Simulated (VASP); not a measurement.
A convergence study with VASP on CdS (zinc blende): one setting is varied, all else stays as given below, so the limit is that of these other settings.

```yaml
crystal:
  lattice:
    - [0.00000, 2.91000, 2.91000]
    - [2.91000, 0.00000, 2.91000]
    - [2.91000, 2.91000, 0.00000]
  atoms:
    - { symbol: Cd, position: [0.00000, 0.00000, 0.00000] }
    - { symbol: S, position: [0.25000, 0.25000, 0.25000] }
```

All values below come from PBEsol GGA, VASP's PBE PAW potentials (set 64) (plane waves; VASP). The tightest run used: 550 eV cut-off, 17×17×17 Γ-centred mesh, tetrahedra with Blöchl corrections, potentials Cd S.

Gaps are read on the run's mesh, which can miss a band edge.

| setting | E (eV/atom) | pressure (GPa) | gap on the mesh (eV) | irreducible k-points |
|---|---|---|---|---|
| 3×3×3 mesh | -3.3202 | 1.31 | 0.979 | 4 |
| 4×4×4 mesh | -3.3878 | 0.71 | 1.009 | 8 |
| 5×5×5 mesh | -3.4017 | 0.57 | 1.018 | 10 |

Q: These are the cheaper rows. Estimate the results at 17×17×17 mesh, and how far the last row shown lies from them.

A: 
| quantity | tightest run | last row shown is off by |
|---|---|---|
| E (eV/atom) | -3.4066 | 0.0049 |
| pressure (GPa) | 0.53 | 0.04 |
| gap on the mesh (eV) | 1.022 | -0.004 |

Left out are rungs that failed or repeat a setting and relaxations that didn't move; long series are thinned to 24 rows.

The compound is CdS in the zinc blende structure, a metastable form; wurtzite is the usual one. The cell was not relaxed at this level.
